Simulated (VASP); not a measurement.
All values below come from r2SCAN meta-GGA, VASP's PBE PAW potentials (set 64) (plane waves; VASP).

The input files of a VASP run:

### INCAR
```
SYSTEM  =  MoSi2
PREC  =  Accurate; ENCUT  =  480; LREAL  =  F
LASPH  =  T
EDIFF  =  1E-7; NELM  =  100; ALGO  =  Normal
LMAXMIX  =  4; LMIXTAU  =  T
ISMEAR  =  1; SIGMA  =  0.1
METAGGA  =  R2SCAN
ISIF  =  2
LWAVE  =  F; LCHARG  =  F
```

### POSCAR
```
MoSi2
1.0
 -1.6013771596   1.6013771596   3.9079223249
  1.6013771596  -1.6013771596   3.9079223249
  1.6013771596   1.6013771596  -3.9079223249
Si Mo
2 1
Cart
  1.6013771596   1.6013771596   1.2873554748
  0.0000000000  -0.0000000000   2.6205668501
  0.0000000000   0.0000000000   0.0000000000
```

File KPOINTS:
```
Automatic
0
gamma
  12 12 12
```

POTCAR, in this order: Si Mo_sv (PBE.64 set). Program: vasp_std.

Problem. What will the output report for the number of irreducible k-points (NKPTS), number of bands (NBANDS), largest plane-wave count, number of space-group operations, FFT grid (NGX, NGY, NGZ)?

Solution. 
* **number of irreducible k-points (NKPTS)**: 163
* **number of bands (NBANDS)**: 15
* **largest plane-wave count**: 974
* **number of space-group operations**: 16
* **FFT grid (NGX, NGY, NGZ)**: 32 × 32 × 32

The compound is MoSi2 in the MoSi2 type structure. It was relaxed first.
